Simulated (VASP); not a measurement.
Level of theory: PBEsol GGA, VASP's PBE PAW potentials (set 64) (plane waves; VASP).

Input for VASP

INCAR:
```
# general
SYSTEM =Sn atom
PREC   =Normal
ENCUT  =520
LREAL  =.FALSE.
LASPH  =.TRUE.
ISYM   =0

# electronic loop
EDIFF  =1E-6
NELM   =200
ALGO   =All
LMAXMIX=4

# smearing
ISMEAR =0
SIGMA  =0.01

# functional
GGA    =PS

# spin
ISPIN  =2
MAGMOM =2
NUPDOWN=2

# output
LWAVE  =.FALSE.
LCHARG =.FALSE.
LORBIT =10
```

File KPOINTS:
```
Automatic mesh
0
Gamma
1 1 1
0 0 0
```

**POSCAR**
```
Sn atom
12.0
  1.0000000000   0.0000000000   0.0000000000
  0.0000000000   1.0416666667   0.0000000000
  0.0000000000   0.0000000000   1.0833333333
Sn
1
Direct
  0.0000000000   0.0000000000   0.0000000000
```

POTCAR, in this order: Sn_d (PBE.64 set). Program: vasp_gam. Read from the step before: WAVECAR.

The run wrote:

File OSZICAR:
```
       N       E                     dE             d eps       ncg     rms           ort
SDA:   1    -0.693401358568E+00   -0.69340E+00    0.00000E+00    12   0.133E-01   0.000E+00
CGA:   2    -0.695240054085E+00   -0.18387E-02   -0.18392E-02    12   0.393E-02   0.811E-04
CGA:   3    -0.696102475847E+00   -0.86242E-03   -0.86338E-03    12   0.730E-03  -0.328E-04
CGA:   4    -0.696297217363E+00   -0.19474E-03   -0.19536E-03    12   0.320E-03  -0.808E-05
CGA:   5    -0.696390435261E+00   -0.93218E-04   -0.92742E-04    12   0.128E-03   0.693E-05
CGA:   6    -0.696431025991E+00   -0.40591E-04   -0.41442E-04    12   0.689E-04   0.172E-05
CGA:   7    -0.696448522326E+00   -0.17496E-04   -0.18344E-04    12   0.288E-04  -0.113E-05
CGA:   8    -0.696455056975E+00   -0.65346E-05   -0.68105E-05    12   0.108E-04  -0.283E-05
SDA:   9    -0.696457203495E+00   -0.21465E-05   -0.25408E-05    12   0.690E-05  -0.480E-05
CGA:  10    -0.696458227457E+00   -0.10240E-05   -0.80169E-06    12   0.105E-05   0.542E-06
CGA:  11    -0.696458477157E+00   -0.24970E-06   -0.24983E-06    12   0.343E-06   0.243E-06
   1 F= -.69645848E+00 E0= -.69260194E+00  d E =-.771307E-02  mag=     2.0000
```

OUTCAR:
```
------------------------ aborting loop because EDIFF is reached ----------------------------------------
  FORCE on cell =-STRESS in cart. coord.  units (eV):
  Direction    XX          YY          ZZ          XY          YZ          ZX
  --------------------------------------------------------------------------------------
  Total       -0.0077333     -0.0118374     -0.0107355      0.0015232      0.0004319     -0.0009054
  in kB       -0.0063539     -0.0097259     -0.0088206      0.0012515      0.0003549     -0.0007439
  external PRESSURE =      -0.0083002 kB  Pullay stress =       0.0000000 kB
  volume of cell :     1950.00
      direct lattice vectors                 reciprocal lattice vectors
    12.000000000  0.000000000  0.000000000     0.083333333  0.000000000  0.000000000
     0.000000000 12.500000000  0.000000000     0.000000000  0.080000000  0.000000000
     0.000000000  0.000000000 13.000000000     0.000000000  0.000000000  0.076923077
 POSITION                                       TOTAL-FORCE (eV/Angst)
 -----------------------------------------------------------------------------------
      0.00000      0.00000      0.00000        -0.000000      0.000000      0.000000
 -----------------------------------------------------------------------------------
    total drift:                               -0.000000      0.000000      0.000000
  FREE ENERGIE OF THE ION-ELECTRON SYSTEM (eV)
  ---------------------------------------------------
  free  energy   TOTEN  =        -0.6964584772 eV

  energy  without entropy=       -0.6887454025  energy(sigma->0) =       -0.69260194

 total charge

# of ion       s       p       d       tot
------------------------------------------
    1        1.338   0.767   9.922  12.027

 magnetization (x)

# of ion       s       p       d       tot
------------------------------------------
    1       -0.006   0.767  -0.001   0.760
```
(Selected blocks of OUTCAR.)

The atom may not be in its lowest state.

The cell is a free atom in a box.
